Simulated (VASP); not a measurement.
These are PBEsol GGA with spin-orbit coupling, VASP's PBE PAW potentials (set 64) (plane waves; VASP) values and carry that method's errors.

VASP input:

### INCAR
```
SIGMA=0.05   # width (eV)
NELM=100
PREC=Accurate
LSORBIT=.TRUE.
LMAXMIX=4
GGA_COMPAT=.FALSE.
LWAVE=.FALSE.
MAGMOM=3*0
ALGO=Normal   # blocked Davidson
LCHARG=.FALSE.
GGA=PS   # PBEsol
LASPH=.TRUE.   # aspherical one-centre terms
SYSTEM=Rb
LREAL=.FALSE.   # projection in real space or not
ENCUT=400   # plane-wave cut-off (eV)
EDIFF=1E-6   # SCF stop (eV)
ISMEAR=0   # Gaussian
```

**POSCAR**
```
Rb
1
   -2.7874384333     2.7874384333     2.7874384333
    2.7874384333    -2.7874384333     2.7874384333
    2.7874384333     2.7874384333    -2.7874384333
Rb
1
Direct
  0.0000000000   0.0000000000   0.0000000000
```

File KPOINTS_OPT:
```
k-points along high-symmetry lines
8
Line-mode
Reciprocal
  0.000000   0.000000   0.000000 ! GAMMA
  0.500000  -0.500000   0.500000 ! H

  0.500000  -0.500000   0.500000 ! H
  0.000000  -0.000000   0.500000 ! N

  0.000000  -0.000000   0.500000 ! N
  0.000000   0.000000   0.000000 ! GAMMA

  0.000000   0.000000   0.000000 ! GAMMA
  0.250000   0.250000   0.250000 ! P

  0.250000   0.250000   0.250000 ! P
  0.500000  -0.500000   0.500000 ! H

  0.250000   0.250000   0.250000 ! P
  0.000000  -0.000000   0.500000 ! N
```

**KPOINTS**
```
Automatic mesh
0
Gamma
8 8 8
0 0 0
```

POTCAR, in this order: Rb_sv (PBE.64 set). Program: vasp_ncl.

What VASP printed:

### OUTCAR
```
 ion  position               nearest neighbor table
   1  0.000  0.000  0.000-
  LATTYP: Found a body centered cubic cell.
 ALAT       =     5.5748768666
 Subroutine PRICEL returns:
 Original cell was already a primitive cell.
 Subroutine GETGRP returns: Found 48 space group operations
The static configuration has the point symmetry O_h .
The dynamic configuration has the point symmetry O_h .
The overall configuration has the point symmetry O_h .
 Subroutine INISYM returns: Found 48 space group operations
 Subroutine IBZKPT returns following result:
 Found     29 irreducible k-points:

 Following reciprocal coordinates:
            Coordinates               Weight
  0.000000  0.000000  0.000000      1.000000
  0.125000  0.000000  0.000000     12.000000
  0.250000  0.000000  0.000000     12.000000
  0.375000  0.000000  0.000000     12.000000
  0.500000  0.000000  0.000000      6.000000
  0.125000  0.125000  0.000000     24.000000
  0.250000  0.125000  0.000000     48.000000
  0.375000  0.125000  0.000000     48.000000
  0.250000  0.250000  0.000000     24.000000
...
```

**OSZICAR**
```
       N       E                     dE             d eps       ncg     rms          rms(c)
DAV:   1     0.477466722120E+02    0.47747E+02   -0.29866E+03   928   0.715E+02
DAV:   2     0.347282066371E+01   -0.44274E+02   -0.43088E+02  1232   0.161E+02
DAV:   3    -0.792607834995E+00   -0.42654E+01   -0.42516E+01  1408   0.477E+01
DAV:   4    -0.104184138899E+01   -0.24923E+00   -0.24919E+00  1512   0.832E+00
DAV:   5    -0.104527439048E+01   -0.34330E-02   -0.34330E-02  1336   0.876E-01    0.183E+00
DAV:   6    -0.104467760990E+01    0.59678E-03   -0.23867E-03  1336   0.366E-01    0.110E+00
DAV:   7    -0.104467104987E+01    0.65600E-05   -0.60282E-04  1400   0.180E-01    0.653E-01
DAV:   8    -0.104484997500E+01   -0.17893E-03   -0.12228E-03  1200   0.269E-01    0.394E-02
DAV:   9    -0.104489678116E+01   -0.46806E-04   -0.59891E-05  1184   0.688E-02    0.168E-02
DAV:  10    -0.104490465994E+01   -0.78788E-05   -0.10827E-05  1328   0.305E-02    0.478E-03
DAV:  11    -0.104490432425E+01    0.33569E-06   -0.95494E-07  1008   0.806E-03
   1 F= -.10449043E+01 E0= -.10438665E+01  d E =-.207560E-02  mag=    -0.0000     0.0000    -0.0000
       N       E                     dE             ncg
       N       E                     dE             ncg
```

File OUTCAR:
```
------------------------ aborting loop because EDIFF is reached ----------------------------------------
  FORCE on cell =-STRESS in cart. coord.  units (eV):
  Direction    XX          YY          ZZ          XY          YZ          ZX
  --------------------------------------------------------------------------------------
  Total       -0.0058963     -0.0058963     -0.0058963      0.0000000     -0.0000000      0.0000000
  in kB       -0.1090479     -0.1090479     -0.1090479      0.0000000     -0.0000000      0.0000000
  external PRESSURE =      -0.1090479 kB  Pullay stress =       0.0000000 kB
  volume of cell :       86.63
      direct lattice vectors                 reciprocal lattice vectors
    -2.787438433  2.787438433  2.787438433     0.000000000  0.179376159  0.179376159
     2.787438433 -2.787438433  2.787438433     0.179376159  0.000000000  0.179376159
     2.787438433  2.787438433 -2.787438433     0.179376159  0.179376159  0.000000000
 POSITION                                       TOTAL-FORCE (eV/Angst)
 -----------------------------------------------------------------------------------
      0.00000      0.00000      0.00000        -0.000000     -0.000000      0.000000
 -----------------------------------------------------------------------------------
    total drift:                                0.000000      0.000000      0.000000
  FREE ENERGIE OF THE ION-ELECTRON SYSTEM (eV)
  ---------------------------------------------------
  free  energy   TOTEN  =        -1.0449043243 eV

  energy  without entropy=       -1.0428287226  energy(sigma->0) =       -1.04386652

 Ion:    1  E_soc:     -0.0525642
```
(Selected blocks of OUTCAR.)

The compound is Rb in the bcc structure. It was relaxed first.
